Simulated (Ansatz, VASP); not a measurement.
# GePt in two plane-wave programs

Aim: how closely do two programs agree when they are given the same cell, functional and k mesh? The cell is taken from a series of runs on this material, whose earlier steps may have relaxed, scaled, displaced or heated it; both programs get it as it stands.

Main program and level: Ansatz 0.2.0; plane waves, with VASP 6.6.1 beside it; relaxation of cell and atoms at PBE.

## Step 1: The starting structure

Symmetry: Pnma, No. 62, orthorhombic system. Conventional cell: a = 5.830 Å, b = 3.744 Å, c = 6.177 Å, α = 90.00°, β = 90.00°, γ = 90.00°. Nearest to Ge lie 6 Pt at 2.51 to 2.71 Å. Nearest to Pt lie 6 Ge at 2.51 to 2.71 Å. Farther neighbours are not listed.

Coordinates:

```
Ge Pt
1.0
     5.83021    0.00000    0.00000
     0.00000    3.74442    0.00000
     0.00000    0.00000    6.17663
Ge Pt
4 4
Direct
  0.18580 0.25000 0.58792
  0.31420 0.75000 0.08792
  0.68580 0.25000 0.91208
  0.81420 0.75000 0.41208
  0.99787 0.25000 0.19220
  0.50213 0.75000 0.69220
  0.49787 0.25000 0.30780
  0.00213 0.75000 0.80780
```

## Step 2: VASP: relaxation of cell and atoms, PBE, pair 1

The relaxed volume is the usual yardstick between codes: in a stiff, nearly cubic crystal its relative difference is about their pressure difference at one cell divided by the bulk modulus.

Lines of VASP's logs that name or quote its potential files are left out, and so is its time.

The input, INCAR:

```
SYSTEM = GePt
PREC = Accurate
ENCUT = 500
EDIFF = 1E-07
NELM = 120
ISMEAR = 0
SIGMA = 0.1
LREAL = .FALSE.
ALGO = Normal
GGA = PE
NBANDS = 59
LASPH = .TRUE.
LORBIT = 11
LWAVE = .FALSE.
LCHARG = .FALSE.
ISIF = 3
IBRION = 2
NSW = 80
EDIFFG = -0.005
GGA_COMPAT = .FALSE.
NELMIN = 4
KPAR = 2
```

The input, POSCAR:

```
GePt
1.0
    5.8302130000      0.0000000000      0.0000000000
    0.0000000000      3.7444240000      0.0000000000
    0.0000000000      0.0000000000      6.1766310000
Ge Pt
4 4
Direct
    0.1858005874      0.2500000000      0.5879198547
    0.3141994984      0.7500000000      0.0879199356
    0.6858005016      0.2500000000      0.9120800644
    0.8141994126      0.7500000000      0.4120799834
    0.9978671448      0.2500000000      0.1922047796
    0.5021327694      0.7500000000      0.6922048605
    0.4978672306      0.2500000000      0.3077951395
    0.0021328552      0.7500000000      0.8077950585
```

The input, KPOINTS:

```
Automatic mesh
0
Gamma
4 8 4
0 0 0
```

The projector-augmented-wave data sets are Ge_d and Pt (PBE family, release 64).

Started as:

```
$ mpirun -np 2 vasp_std
```

Numbers of over 12 decimals in the logs are rounded to 6 here.

What it wrote:

```text
[banner, memory and clock lines left out]
running    2 mpi-ranks, on    1 nodes
 distrk:  each k-point on    1 cores,    2 groups
 distr:  one band on    1 cores,    1 groups

 POSCAR found type information on POSCAR GePt
 POSCAR found :  2 types and       8 ions
 LDA part: xc-table for (Slater+PW92), standard interpolation
 POSCAR, INCAR and KPOINTS ok, starting setup
 FFT: planning ... GRIDC
 FFT: planning ... GRID_SOFT
 FFT: planning ... GRID
 WAVECAR not read
 entering main loop
       N       E                     dE             d eps       ncg     rms          rms(c)
DAV:   1     0.119968062128E+04    0.11997E+04   -0.40441E+04  7206   0.402E+03
DAV:   2     0.181858851525E+03   -0.10178E+04   -0.97070E+03  5310   0.107E+03
DAV:   3    -0.298732489406E+02   -0.21173E+03   -0.19883E+03  5593   0.240E+02
DAV:   4    -0.474318337912E+02   -0.17559E+02   -0.16943E+02  6407   0.771E+01
DAV:   5    -0.479722753116E+02   -0.54044E+00   -0.53754E+00  5907   0.140E+01    0.195E+01
DAV:   6    -0.464147528178E+02    0.15575E+01   -0.65499E+00  6498   0.123E+01    0.928E+00
DAV:   7    -0.462290430115E+02    0.18571E+00   -0.58104E-01  6665   0.614E+00    0.485E+00
DAV:   8    -0.461784699290E+02    0.50573E-01   -0.14717E-01  6639   0.214E+00    0.607E-01
DAV:   9    -0.461770414211E+02    0.14285E-02   -0.13848E-02  6822   0.112E+00    0.321E-01
DAV:  10    -0.461767764630E+02    0.26496E-03   -0.33328E-03  7075   0.556E-01    0.610E-02
DAV:  11    -0.461767782066E+02   -0.17436E-05   -0.24468E-04  5802   0.114E-01    0.222E-02
DAV:  12    -0.461767809489E+02   -0.27423E-05   -0.27419E-05  7082   0.531E-02    0.834E-03
DAV:  13    -0.461767800300E+02    0.91889E-06   -0.17222E-06  6351   0.747E-03    0.298E-03
DAV:  14    -0.461767795862E+02    0.44375E-06   -0.19510E-07  4305   0.233E-03    0.791E-04
DAV:  15    -0.461767794152E+02    0.17102E-06   -0.31937E-08  3005   0.123E-03    0.219E-04
DAV:  16    -0.461767794265E+02   -0.11289E-07   -0.10901E-08  2892   0.622E-04
   1 F= -.46176779E+02 E0= -.46171381E+02  d E =-.461768E+02
[... from here on, the cycles between the ionic steps are left out ...]
   2 F= -.46177192E+02 E0= -.46171870E+02  d E =-.412482E-03
   3 F= -.46177317E+02 E0= -.46172066E+02  d E =-.537952E-03
   4 F= -.46177546E+02 E0= -.46172302E+02  d E =-.228919E-03
   5 F= -.46177571E+02 E0= -.46172329E+02  d E =-.253836E-03
   6 F= -.46177573E+02 E0= -.46172335E+02  d E =-.255624E-03
   7 F= -.46177580E+02 E0= -.46172340E+02  d E =-.262696E-03
   8 F= -.46177695E+02 E0= -.46172485E+02  d E =-.114479E-03
   9 F= -.46177696E+02 E0= -.46172489E+02  d E =-.116003E-03
  10 F= -.46177713E+02 E0= -.46172523E+02  d E =-.166696E-04
 trial-energy change:   -0.000017  1 .order   -0.000017   -0.000020   -0.000014
 step:   1.8075(harm=  1.8075)  dis= 0.00093  next Energy=   -46.177728 (dE=-0.319E-04)
 bond charge predicted
       N       E                     dE             d eps       ncg     rms          rms(c)
DAV:   1    -0.461777551611E+02   -0.42359E-04   -0.16497E-02  6401   0.605E-01    0.452E-02
DAV:   2    -0.461777479239E+02    0.72372E-05   -0.34732E-04  7304   0.162E-01    0.267E-02
DAV:   3    -0.461777323332E+02    0.15591E-04   -0.18646E-05  8015   0.416E-02    0.936E-03
DAV:   4    -0.461777311876E+02    0.11456E-05   -0.85595E-06  6348   0.200E-02    0.268E-03
DAV:   5    -0.461777310722E+02    0.11536E-06   -0.13187E-06  5830   0.105E-02    0.141E-03
DAV:   6    -0.461777310063E+02    0.65902E-07   -0.50328E-08  2826   0.230E-03
  11 F= -.46177731E+02 E0= -.46172579E+02  d E =-.349298E-04
 curvature:  -1.34 expect dE=-0.724E-05 dE for cont linesearch -0.496E-06
 trial: gam= 0.11305 g(F)=  0.193E-05 g(S)=  0.347E-05 ort = 0.440E-05 (trialstep = 0.808E+00)
 search vector abs. value=  0.707E-05
 reached required accuracy - stopping structural energy minimisation
```

OUTCAR, selected parts (step 2):

```text
ion  position               nearest neighbor table
   1  0.186  0.250  0.588-   7 2.51   8 2.55   8 2.55   5 2.68   6 2.71   6 2.71
   2  0.314  0.750  0.088-   8 2.51   7 2.55   7 2.55   6 2.68   5 2.71   5 2.71
   3  0.686  0.250  0.912-   5 2.51   6 2.55   6 2.55   7 2.68   8 2.71   8 2.71
   4  0.814  0.750  0.412-   6 2.51   5 2.55   5 2.55   8 2.68   7 2.71   7 2.71
   5  0.998  0.250  0.192-   3 2.51   4 2.55   4 2.55   1 2.68   2 2.71   2 2.71   7 3.00   7 3.00
                             8 3.02   8 3.02
   6  0.502  0.750  0.692-   4 2.51   3 2.55   3 2.55   2 2.68   1 2.71   1 2.71   8 3.00   8 3.00
                             7 3.02   7 3.02
   7  0.498  0.250  0.308-   1 2.51   2 2.55   2 2.55   3 2.68   4 2.71   4 2.71   5 3.00   5 3.00
                             6 3.02   6 3.02
   8  0.002  0.750  0.808-   2 2.51   1 2.55   1 2.55   4 2.68   3 2.71   3 2.71   6 3.00   6 3.00
                             5 3.02   5 3.02

  LATTYP: Found a simple orthorhombic cell.
 ALAT       =     3.7444240000
 B/A-ratio  =     1.5570386794
 C/A-ratio  =     1.6495543774

 Subroutine GETGRP returns: Found  8 space group operations
 (whereof  2 operations were pure point group operations)

The static configuration has the point symmetry S_2 .
 The point group associated with its full space group is D_2h.

 Found     45 irreducible k-points:

   k-points           NKPTS =     45   k-points in BZ     NKDIM =     45   number of bands    NBANDS=     59

   dimension x,y,z NGX =    48 NGY =   28 NGZ =   48
   dimension x,y,z NGXF=    96 NGYF=   56 NGZF=   96

   ENCUT  =  500.0 eV  36.75 Ry    6.06 a.u.  10.63  6.83 11.26*2*pi/ulx,y,z

   NELECT =      96.0000    total number of electrons

 k-points in reciprocal lattice and weights: Automatic mesh
   0.00000000  0.00000000  0.00000000       0.008
   0.25000000  0.00000000  0.00000000       0.016
   0.50000000  0.00000000  0.00000000       0.008
   0.00000000  0.12500000  0.00000000       0.016
   0.25000000  0.12500000  0.00000000       0.031
   0.50000000  0.12500000  0.00000000       0.016
   0.00000000  0.25000000  0.00000000       0.016
   0.25000000  0.25000000  0.00000000       0.031
   0.50000000  0.25000000  0.00000000       0.016
[...]
0.25000000  0.50000000  0.50000000       0.016
   0.50000000  0.50000000  0.50000000       0.008

 average (electrostatic) potential at core
       1 -70.6649       2 -70.6649       3 -70.6649       4 -70.6649       5 -65.5390
       6 -65.5390       7 -65.5390       8 -65.5390

 E-fermi :   9.0749

 k-point     1 :       0.0000    0.0000    0.0000
  band No.  band energies     occupation
    ...
     44       6.5469      2.00000
     45       6.7603      2.00000
     46       7.7273      2.00000
     47       7.7621      2.00000
     48       8.2111      2.00000
     49       9.7656      0.00000
     50       9.8859      0.00000
     51      12.0466      0.00000
     52      12.2774      0.00000
     53      12.4502      0.00000
    ...

 k-point     2 :       0.2500    0.0000    0.0000
  band No.  band energies     occupation
    ...
     44       6.5879      2.00000
     45       6.6047      2.00000
     46       7.2815      2.00000
     47       8.2961      2.00000
     48       8.7109      2.00000
     49      10.1344      0.00000
     50      10.8448      0.00000
     51      11.2772      0.00000
     52      11.8866      0.00000
     53      12.1358      0.00000
    ...

 k-point     3 :       0.5000    0.0000    0.0000
  band No.  band energies     occupation
    ...
     44       6.5402      2.00000
     45       6.7402      2.00000
     46       6.7402      2.00000
     47       9.0755      0.99285
     48       9.0755      0.99281
     49      10.4289      0.00000
     50      10.4289      0.00000
     51      11.3380      0.00000
     52      11.3380      0.00000
     53      13.0961      0.00000
    ...

  Total       -0.0039497     -0.0149832     -0.0183311     -0.0000000      0.0000000      0.0000000
  in kB       -0.0468951     -0.1778961     -0.2176459     -0.0000000      0.0000000      0.0000000
  external PRESSURE =      -0.1474791 kB  Pullay stress =       0.0000000 kB

  energy-cutoff  :      500.00
  volume of cell :      134.94
      direct lattice vectors                 reciprocal lattice vectors
     5.817493684  0.000000000  0.000000000     0.171895331  0.000000000  0.000000000
    -0.000000000  3.758035481  0.000000000    -0.000000000  0.266096476  0.000000000
     0.000000000  0.000000000  6.172355748     0.000000000  0.000000000  0.162012697

 POSITION                                       TOTAL-FORCE (eV/Angst)
 -----------------------------------------------------------------------------------
      1.08591      0.93951      3.63426        -0.001490     -0.000000      0.002412
      1.82284      2.81853      0.54809         0.001490      0.000000      0.002412
      3.99466      0.93951      5.62427        -0.001490     -0.000000     -0.002412
      4.73158      2.81853      2.53809         0.001490      0.000000     -0.002412
      5.80422      0.93951      1.18897        -0.000535     -0.000000     -0.001300
      2.92202      2.81853      4.27515         0.000535      0.000000     -0.001300
      2.89547      0.93951      1.89721        -0.000535     -0.000000      0.001300
      0.01327      2.81853      4.98339         0.000535      0.000000      0.001300
 -----------------------------------------------------------------------------------
    total drift:                                0.000151     -0.000000      0.000163

  FREE ENERGIE OF THE ION-ELECTRON SYSTEM (eV)
  ---------------------------------------------------
  free  energy   TOTEN  =       -46.1777310063 eV

  energy  without entropy=      -46.1674270453  energy(sigma->0) =      -46.17257903

 reached required accuracy - stopping structural energy minimisation

 total charge
# of ion       s       p       d       tot
------------------------------------------
    1        1.128   1.097  10.085  12.310
    2        1.128   1.097  10.085  12.310
    3        1.128   1.097  10.085  12.310
    4        1.128   1.097  10.085  12.310
    5        0.645   0.584   8.152   9.381
    6        0.645   0.584   8.152   9.381
    7        0.645   0.584   8.152   9.381
    8        0.645   0.584   8.152   9.381
--------------------------------------------------
tot          7.091   6.722  72.951  86.764

[... 3 further parts left out ...]
```

CONTCAR:

```
GePt
   1.00000000000000
     5.8174936839004303    0.0000000000000000    0.0000000000000000
    -0.0000000000000000    3.7580354812639039    0.0000000000000000
     0.0000000000000000    0.0000000000000000    6.1723557477102506
  Ge              Pt
     4     4
Direct
     0.1866629862346201    0.2500000000000000    0.5887967850562189
     0.3133370995653834    0.7500000000000000    0.0887968659562203
     0.6866629004346168    0.2500000000000000    0.9112031340437797
     0.8133370137653797    0.7500000000000000    0.4112030530437766
     0.9977182499134000    0.2500000000000000    0.1926279352646544
     0.5022816642865965    0.7500000000000000    0.6926280161646557
     0.4977183357134035    0.2500000000000000    0.3073719838353443
     0.0022817500866001    0.7500000000000000    0.8073719028353411
```

The k-mesh is coarse for a metal. The run keeps the 8 symmetry operations of its start, so it cannot find a distortion of lower symmetry.

[end of part 1 of 2]

[Lines on the potential files, build, host, timing and source positions are cut from VASP's logs without a mark.]

[Logs are printed without paths, hosts, clocks, repeated set-up lines and the standing remarks that a program may print on its own settings, such as how far it seeks lower states.]

[Hosts, paths, dates, database ids (printed as entryN), source tags and the programs' standing remarks are cut or masked in the printed files.]
